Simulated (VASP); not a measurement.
Here is the system:

```yaml
crystal:
  lattice:
    - [3.75413, 0.00000, 0.00000]
    - [-1.87707, 3.25118, 0.00000]
    - [0.00000, 0.00000, 4.35369]
  atoms:
    - { symbol: W, position: [0.33333, 0.66667, 0.93753] }
    - { symbol: W, position: [0.66667, 0.33333, 0.43753] }
    - { symbol: B, position: [0.33333, 0.66667, 0.43747] }
    - { symbol: B, position: [0.66667, 0.33333, 0.93747] }
```

All values below come from PBE GGA, VASP's PBE PAW potentials (set 64) (plane waves; VASP). Numerical set-up: 520 eV cut-off, Gaussian smearing of 0.050 eV, potentials W_sv B.

Task: Give the energies of bands 9 to 20 at the high-symmetry points, in eV from the Fermi level.

Result: 
```csv
band,Γ,M,K,A,L,H
9,-10.95,-8.89,-8.15,-8.71,-7.07,-6.40
10,-8.05,-7.74,-8.15,-8.71,-7.07,-6.40
11,-3.74,-4.88,-3.56,-4.41,-5.65,-5.92
12,-3.74,-3.48,-3.42,-4.41,-5.65,-5.92
13,-3.53,-2.51,-2.89,-4.41,-3.31,-3.61
14,-3.53,-2.29,-2.89,-4.41,-3.31,-3.61
15,-2.15,-2.29,-2.64,-4.08,-2.88,-2.81
16,-1.61,-1.99,-2.64,-4.08,-2.88,-2.81
17,-1.61,-0.59,-1.22,1.65,0.28,-0.82
18,0.20,-0.35,0.53,1.65,0.28,-0.82
19,1.90,1.44,1.54,1.65,0.96,2.81
20,1.90,1.60,1.82,1.65,0.96,2.81
```

It has no gap at this level: it comes out as a metal or semimetal.

The structure was generated: WB was put into the wurtzite type (P6_3mc), which need not be its known phase. It was relaxed first, which changed the volume by -42 %. The relaxed cell has space group P6_3/mmc.
